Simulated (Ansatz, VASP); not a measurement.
# C214N: VASP beside Ansatz

One calculation is typed for both programs; each brings its own data sets. How far apart do they land? The cell is taken from a series of runs on this material, whose earlier steps may have relaxed, scaled, displaced or heated it; both programs get it as it stands.

Program: Ansatz 0.2.0. Level of theory: plane waves, with VASP 6.6.1 beside it; single point at PBE. Results are calculated unless marked as measured.

### 1. The structure

The cell holds 215 atoms: 214 C and 1 N. Its edges and angles: a = 10.715 Å, b = 10.715 Å, c = 10.715 Å, α = 90.0°, β = 90.0°, γ = 90.0°. It derives from C (C (Fd-3m)). Nearest the centre at fractional (0.375, 0.375, 0.375): N215 at 0.92 Å, C31 at 1.93 Å, C16 at 1.93 Å, C78 at 1.94 Å, C105 at 2.04 Å, C107 at 2.05 Å, C106 at 2.05 Å, C36 at 2.61 Å. The cell carries charge −1.

### 2. Ansatz: single point, PBE

Ansatz runs on its default PAW (the set named soft_2) files.

With cell and atoms fixed, the geometry can't cause a difference; cores, projectors, grids and the points listed under the comparison can.

Contents of input.yaml:

```yaml
crystal:
  lattice:
    - [10.71468701, 0.0, 0.0]
    - [0.0, 10.71468701, 0.0]
    - [0.0, 0.0, 10.71468701]
  atoms:
    - { symbol: C, position: [6.203875e-05, -0.0002168277, -0.00012788908] }
    - { symbol: C, position: [-0.00032063012, 0.16630214274, 0.16639077358] }
    - { symbol: C, position: [0.16658018932, -0.0006004282, 0.16639074666] }
    - { symbol: C, position: [0.16658020098, 0.16630192869, -0.00051089377] }
    - { symbol: C, position: [0.08328211466, 0.08300369207, 0.08309260999] }
    - { symbol: C, position: [0.08274622901, 0.24940111365, 0.24948991095] }
    - { symbol: C, position: [0.24967975968, 0.08246485091, 0.24948849996] }
    - { symbol: C, position: [0.24967956536, 0.24939988503, 0.08255506178] }
    - { symbol: C, position: [-0.00011528218, -0.0003943556, 0.33323914703] }
    - { symbol: C, position: [0.00034934967, 0.16665328595, 0.49972687196] }
    - { symbol: C, position: [0.16693179537, 6.802923e-05, 0.49972835951] }
    - { symbol: C, position: [0.16554596367, 0.16526288348, 0.33283205936] }
    - { symbol: C, position: [0.08299729903, 0.08271595411, 0.41633054937] }
    - { symbol: C, position: [0.08455550804, 0.25018892349, 0.58234831237] }
    - { symbol: C, position: [0.25046698387, 0.08427394089, 0.58234878884] }
    - { symbol: C, position: [0.25030286214, 0.25002911045, 0.41254236569] }
    - { symbol: C, position: [0.00031488056, 3.568623e-05, 0.66652690688] }
    - { symbol: C, position: [0.00023539639, 0.16661616203, 0.83305121796] }
    - { symbol: C, position: [0.16689479105, -4.325418e-05, 0.8330513082] }
    - { symbol: C, position: [0.16726064884, 0.16698029413, 0.6661047849] }
    - { symbol: C, position: [0.08369798449, 0.08341922357, 0.74963452694] }
    - { symbol: C, position: [0.08343879596, 0.24983187738, 0.91632342128] }
    - { symbol: C, position: [0.2501102992, 0.08315982627, 0.91632332703] }
    - { symbol: C, position: [0.25062779018, 0.25034838477, 0.74941271578] }
    - { symbol: C, position: [-0.00011448375, 0.33315018499, -0.00030482695] }
    - { symbol: C, position: [0.00034971168, 0.49963807169, 0.16674278521] }
    - { symbol: C, position: [0.16554712004, 0.33274398416, 0.165354843] }
    - { symbol: C, position: [0.16693257618, 0.49963898518, 0.00015814904] }
    - { symbol: C, position: [0.08299823818, 0.41624127373, 0.08280696883] }
    - { symbol: C, position: [0.08455601092, 0.58225883279, 0.25027809172] }
    - { symbol: C, position: [0.25030820934, 0.41245121308, 0.25012221295] }
    - { symbol: C, position: [0.25046785391, 0.58225913155, 0.08436511851] }
    - { symbol: C, position: [0.00012898066, 0.33313171989, 0.33322062453] }
    - { symbol: C, position: [0.00048183588, 0.49987694038, 0.49996530783] }
    - { symbol: C, position: [0.16855287902, 0.33403913722, 0.49836592179] }
    - { symbol: C, position: [0.16855307396, 0.49827727538, 0.33412770806] }
    - { symbol: C, position: [0.08404193712, 0.41647075079, 0.41655878394] }
    - { symbol: C, position: [0.08375112118, 0.58324782072, 0.58333644259] }
    - { symbol: C, position: [0.25208835388, 0.41763332222, 0.58199439935] }
    - { symbol: C, position: [0.25208689727, 0.58190691525, 0.41772262707] }
    - { symbol: C, position: [0.00067247395, 0.33341027246, 0.66623783281] }
    - { symbol: C, position: [0.00019510638, 0.49985097668, 0.83348091845] }
    - { symbol: C, position: [0.16695887939, 0.33327159041, 0.83309576206] }
    - { symbol: C, position: [0.1666149306, 0.49971248465, 0.66704369136] }
    - { symbol: C, position: [0.08350582255, 0.41671571382, 0.75008622042] }
    - { symbol: C, position: [0.0836701799, 0.58317776156, 0.91679904598] }
    - { symbol: C, position: [0.25028307558, 0.41653496265, 0.91659633272] }
    - { symbol: C, position: [0.25038516946, 0.58333096235, 0.75007087192] }
    - { symbol: C, position: [0.00031516422, 0.66643778937, 0.00012498894] }
    - { symbol: C, position: [0.00023582181, 0.83296193638, 0.16670506799] }
    - { symbol: C, position: [0.16726083839, 0.66601558812, 0.16707024442] }
    - { symbol: C, position: [0.16689501035, 0.8329616359, 4.58014e-05] }
    - { symbol: C, position: [0.08369851004, 0.74954493134, 0.08350828983] }
    - { symbol: C, position: [0.08343873943, 0.9162339344, 0.24992075623] }
    - { symbol: C, position: [0.25062803338, 0.74932321443, 0.25043800287] }
    - { symbol: C, position: [0.25011037084, 0.91623367628, 0.08324873594] }
    - { symbol: C, position: [0.00067274363, 0.66614890334, 0.33349921396] }
    - { symbol: C, position: [0.00019465524, 0.83339197641, 0.49994006151] }
    - { symbol: C, position: [0.16661438457, 0.66695515749, 0.49980210709] }
    - { symbol: C, position: [0.16695903086, 0.83300689574, 0.33336084367] }
    - { symbol: C, position: [0.08350556899, 0.74999741232, 0.41680500139] }
    - { symbol: C, position: [0.0836697163, 0.91670950519, 0.58326710306] }
    - { symbol: C, position: [0.25038456526, 0.74998181001, 0.58342032997] }
[... 36 lines left out ...]
    - { symbol: C, position: [0.49855245792, 0.33403740256, 0.1683610951] }
    - { symbol: C, position: [0.50015355179, 0.49987619963, 0.00029319321] }
    - { symbol: C, position: [0.41674612337, 0.41646988642, 0.08385300884] }
    - { symbol: C, position: [0.4179093254, 0.58190262982, 0.25190144929] }
    - { symbol: C, position: [0.58218097837, 0.41763337291, 0.25189789717] }
    - { symbol: C, position: [0.58352577855, 0.58324724208, 0.0835617113] }
    - { symbol: "N", position: [0.32560198187, 0.32531502619, 0.32540641277] }
    - { symbol: C, position: [0.32988331751, 0.50603213389, 0.50612059299] }
    - { symbol: C, position: [0.50630720543, 0.32960808375, 0.50612070003] }
    - { symbol: C, position: [0.50630716944, 0.50602804477, 0.32969874036] }
    - { symbol: C, position: [0.41640320836, 0.58310451695, 0.58319294589] }
    - { symbol: C, position: [0.58338180706, 0.41612447877, 0.5831929483] }
    - { symbol: C, position: [0.58338434988, 0.58310489919, 0.41621197467] }
    - { symbol: C, position: [0.3340588039, 0.33378151643, 0.66589366869] }
    - { symbol: C, position: [0.33366592825, 0.49989894765, 0.83332114925] }
    - { symbol: C, position: [0.50017723504, 0.33338734767, 0.83332169011] }
    - { symbol: C, position: [0.50025892959, 0.49998066843, 0.66643453497] }
    - { symbol: C, position: [0.41705289367, 0.41677480316, 0.74964550326] }
    - { symbol: C, position: [0.41692034169, 0.58313023496, 0.91687408101] }
    - { symbol: C, position: [0.58340858419, 0.41664214513, 0.91687430253] }
    - { symbol: C, position: [0.58344274075, 0.58316451735, 0.74994470923] }
    - { symbol: C, position: [0.33368906495, 0.66614844523, 0.00048300358] }
    - { symbol: C, position: [0.33355034713, 0.83300674102, 0.16676907263] }
    - { symbol: C, position: [0.49999019624, 0.66695402504, 0.16642602312] }
    - { symbol: C, position: [0.50012962408, 0.83339127494, 4.55004e-06] }
    - { symbol: C, position: [0.41699419793, 0.7499971712, 0.08331627134] }
    - { symbol: C, position: [0.41681333132, 0.91650672202, 0.25009334811] }
    - { symbol: C, position: [0.58361042147, 0.74998156877, 0.25019604396] }
    - { symbol: C, position: [0.58345719727, 0.91670918638, 0.0834797321] }
    - { symbol: C, position: [0.33405956181, 0.66580418131, 0.33387064286] }
    - { symbol: C, position: [0.33366578898, 0.83323195605, 0.4999876881] }
    - { symbol: C, position: [0.50025993306, 0.66634616791, 0.50006891022] }
    - { symbol: C, position: [0.50017738759, 0.83323209152, 0.33347624463] }
    - { symbol: C, position: [0.41705344801, 0.74955641068, 0.41686327014] }
    - { symbol: C, position: [0.41692000229, 0.91678450825, 0.58321940055] }
    - { symbol: C, position: [0.58344302307, 0.74985591163, 0.58325339394] }
    - { symbol: C, position: [0.58340844345, 0.91678510443, 0.41673091638] }
    - { symbol: C, position: [0.33405264644, 0.66754564357, 0.66763448389] }
    - { symbol: C, position: [0.33366534282, 0.83349260613, 0.83358214665] }
    - { symbol: C, position: [0.50026725057, 0.66667316143, 0.83353045103] }
    - { symbol: C, position: [0.50026727398, 0.83344166669, 0.6667621047] }
    - { symbol: C, position: [0.41686133298, 0.75045680768, 0.75054579314] }
    - { symbol: C, position: [0.41683620521, 0.91660492745, 0.91669447686] }
    - { symbol: C, position: [0.58357590555, 0.74996221084, 0.91679642459] }
    - { symbol: C, position: [0.58357566649, 0.91670792643, 0.75005090307] }
    - { symbol: C, position: [0.66671670696, 3.577499e-05, 0.00012450387] }
    - { symbol: C, position: [0.66629384734, 0.16698166722, 0.1670699254] }
    - { symbol: C, position: [0.83324162785, -4.331766e-05, 0.16670519314] }
    - { symbol: C, position: [0.8332413464, 0.16661645806, 4.550201e-05] }
    - { symbol: C, position: [0.74982448235, 0.08341940178, 0.08350805351] }
    - { symbol: C, position: [0.74960146903, 0.25034963552, 0.25043826039] }
    - { symbol: C, position: [0.91651382711, 0.0831602619, 0.24992114292] }
    - { symbol: C, position: [0.91651361912, 0.24983248577, 0.08324921102] }
    - { symbol: C, position: [0.66642740904, 0.00039330253, 0.33349975182] }
    - { symbol: C, position: [0.66723006293, 0.16633867987, 0.49980072191] }
    - { symbol: C, position: [0.83367052813, -8.32853e-05, 0.49994005127] }
    - { symbol: C, position: [0.83328616016, 0.16668048292, 0.33336095067] }
    - { symbol: C, position: [0.75027583277, 0.08322820537, 0.41680469389] }
    - { symbol: C, position: [0.75025989058, 0.2501078058, 0.58341974471] }
    - { symbol: C, position: [0.91698912889, 0.08339161802, 0.58326667413] }
    - { symbol: C, position: [0.91678686073, 0.25000429241, 0.41662363062] }
    - { symbol: C, position: [0.66687689732, 5.293965e-05, 0.66668723654] }
    - { symbol: C, position: [0.66677815258, 0.16670559056, 0.83345120272] }
    - { symbol: C, position: [0.83349148737, -2.581603e-05, 0.83330172094] }
    - { symbol: C, position: [0.83364118388, 0.16670592688, 0.66658766694] }
    - { symbol: C, position: [0.75017852422, 0.08340668874, 0.74998873937] }
    - { symbol: C, position: [0.74996290483, 0.24995678921, 0.91689972869] }
    - { symbol: C, position: [0.91675513585, 0.08326230845, 0.91656523357] }
    - { symbol: C, position: [0.91708957609, 0.24995680459, 0.74977309316] }
    - { symbol: C, position: [0.6664277229, 0.33341091724, 0.0004820309] }
    - { symbol: C, position: [0.6672329033, 0.49971232254, 0.16642501881] }
    - { symbol: C, position: [0.83328604061, 0.33327237282, 0.16676904436] }
    - { symbol: C, position: [0.83367132223, 0.49985101776, 5.13356e-06] }
    - { symbol: C, position: [0.7502768149, 0.41671619962, 0.08331567426] }
    - { symbol: C, position: [0.75026082771, 0.58333163208, 0.25019496768] }
    - { symbol: C, position: [0.91678696043, 0.41653494361, 0.25009320422] }
    - { symbol: C, position: [0.91698968871, 0.58317765886, 0.08348035998] }
    - { symbol: C, position: [0.66608001579, 0.33378127243, 0.3338693363] }
    - { symbol: C, position: [0.66662447962, 0.49998121815, 0.50006940477] }
    - { symbol: C, position: [0.83351149065, 0.3333872148, 0.49998740068] }
    - { symbol: C, position: [0.83351142213, 0.49989890952, 0.33347578405] }
    - { symbol: C, position: [0.74983441664, 0.41677454747, 0.41686344804] }
    - { symbol: C, position: [0.75013481562, 0.58316471215, 0.58325342992] }
    - { symbol: C, position: [0.91706448128, 0.41664208798, 0.58321912705] }
    - { symbol: C, position: [0.91706420056, 0.58313042343, 0.4167307276] }
    - { symbol: C, position: [0.6678230114, 0.33377479054, 0.66763363535] }
    - { symbol: C, position: [0.66695183519, 0.49998906291, 0.83353094278] }
    - { symbol: C, position: [0.83377169196, 0.33338717344, 0.83358194913] }
    - { symbol: C, position: [0.83372088683, 0.49998909965, 0.66676245702] }
    - { symbol: C, position: [0.75073525438, 0.41658292343, 0.75054584564] }
    - { symbol: C, position: [0.75024121795, 0.58329736834, 0.91679692971] }
    - { symbol: C, position: [0.91688518628, 0.41655780629, 0.91669505026] }
    - { symbol: C, position: [0.91698691181, 0.58329754924, 0.75005137309] }
    - { symbol: C, position: [0.66687725203, 0.66659859641, 0.00014154484] }
    - { symbol: C, position: [0.66677833855, 0.83336239163, 0.16679434439] }
    - { symbol: C, position: [0.83364219494, 0.66649902998, 0.16679439785] }
    - { symbol: C, position: [0.83349166296, 0.83321275419, 6.318698e-05] }
    - { symbol: C, position: [0.75017917365, 0.74989983589, 0.08349567419] }
    - { symbol: C, position: [0.74996335529, 0.91681074832, 0.25004536486] }
    - { symbol: C, position: [0.91709012621, 0.74968423691, 0.25004532491] }
    - { symbol: C, position: [0.91675553572, 0.91647607434, 0.08335109365] }
    - { symbol: C, position: [0.66782516692, 0.66754625637, 0.33386343139] }
    - { symbol: C, position: [0.66695202398, 0.83344173914, 0.5000779632] }
    - { symbol: C, position: [0.83372070836, 0.66667359255, 0.50007764167] }
    - { symbol: C, position: [0.83377178495, 0.83349348309, 0.33347582466] }
    - { symbol: C, position: [0.7507358304, 0.75045761202, 0.41667156967] }
    - { symbol: C, position: [0.75024072404, 0.91670811417, 0.58338626258] }
    - { symbol: C, position: [0.91698670034, 0.7499622551, 0.58338632993] }
    - { symbol: C, position: [0.91688436756, 0.91660630452, 0.41664669717] }
    - { symbol: C, position: [0.66687632193, 0.66659793459, 0.66668667348] }
    - { symbol: C, position: [0.66686929885, 0.8332984396, 0.83338689659] }
    - { symbol: C, position: [0.83357700936, 0.66659095357, 0.83338721507] }
    - { symbol: C, position: [0.83357689589, 0.83329808437, 0.6666797464] }
    - { symbol: C, position: [0.75021637277, 0.74993774695, 0.75002660914] }
    - { symbol: C, position: [0.75014649397, 0.91664105557, 0.91672975593] }
    - { symbol: C, position: [0.91691992693, 0.74986777681, 0.91673004229] }
    - { symbol: C, position: [0.91691988621, 0.9166407986, 0.74995676979] }
  host:
    repeats: [3, 3, 3]
    atoms:
      - { symbol: C, position: [0.0, 0.0, 0.0] }
      - { symbol: C, position: [0.0, 0.5, 0.5] }
      # ... 6 more atoms of the perfect host
total_charge: -1
basis:
  ecutwfc: 420
  xc_grid: 2
hamiltonian:
  xc: pbe
kpoints:
  mp_grid: { grid: [1, 1, 1] }
magnetization:
  spin_polarized: true
  initial_magnetization: 2
  spin_locking: { lock_magnetization: hard }
scf:
  occupations: { method: fermi_dirac, width: 0.01 }
  max_iter: 60
  n_extra_bands: 16
  lower_state_search: "off"
output:
  forces: true
  eigenvalues: true
checkpoint:
  read: "../exc.ground.qm1_M2.run"
  write: "../exc0_qm1_M2.ground.l0.run"
  compress: false
  write_wavefunctions: false
  write_every: 100000
```

Run with:

```console
ansatz run input.yaml --threads 12 --pin off --max-ram 56524MiB --backend cuda --events-out ev --progress --plain --runs-dir out
```

Log:

```text
Warning: the atoms were moved onto the symmetric positions of the space group found under crystal.symmetry.tolerance 1.0e-5 (fractional; no operation is sought that the atoms, as they stand in a round, miss by more than twice it, and no atom is moved by as much as it), and the run uses the moved positions. Before a round's move an operation carried an atom to 1.94e-4 Å from where it should land, the largest such dist [...]
Warning: the band count 448 (scf.n_extra_bands) hosts the net moment |M| = 2.0000 μB (N_el = 862) but caps the reachable moment at 2·n_bands − N_el = 34.0000 μB, below the 647 bands that the automatic rule leaves for it — a moment growing past the seed, or the majority channel's smearing tail, pins there with fewer empty majority states than that count leaves; raise or omit scf.n_extra_bands unless the cap is intended
[...]
SCF 1 converged in 2 iterations: F = -54034.303026 eV  dr2 = 2.53e-9
[...]
SCF converged after 2 iterations
[...]
k-point 0 ↓: bands = ["-8.3187", "-7.4965", "-7.3133", "-7.3133", "-7.2663", "-7.2663", "-7.1785", "-6.6569", "-6.3136", "-6.3136", "-6.3049", "-6.3049", "-6.2897", "-6.2636", "-6.2636", "-6.2550", "-6.1990", "-6.1990", "-6.0215", "-5.5425", "-5.2875", "-5.2799", "-5.2799", "-5.2563", "-5.2465", "-5.2465", "-5.0767", "-4.4788", "-4.2946", "-4.2946", "-4.2694", "-4.2694", "-4.2139", "-3.8873", "-3.4075", "-3.4075",  [...]
```

(Continued in part 2 of 2.)

[Lines on the potential files, build, host, timing and source positions are cut from VASP's logs without a mark.]

[Logs are printed without paths, hosts, clocks, repeated set-up lines and the standing remarks that a program may print on its own settings, such as how far it seeks lower states.]

[Hosts, paths, dates, database ids (printed as entryN), source tags and the programs' standing remarks are cut or masked in the printed files.]
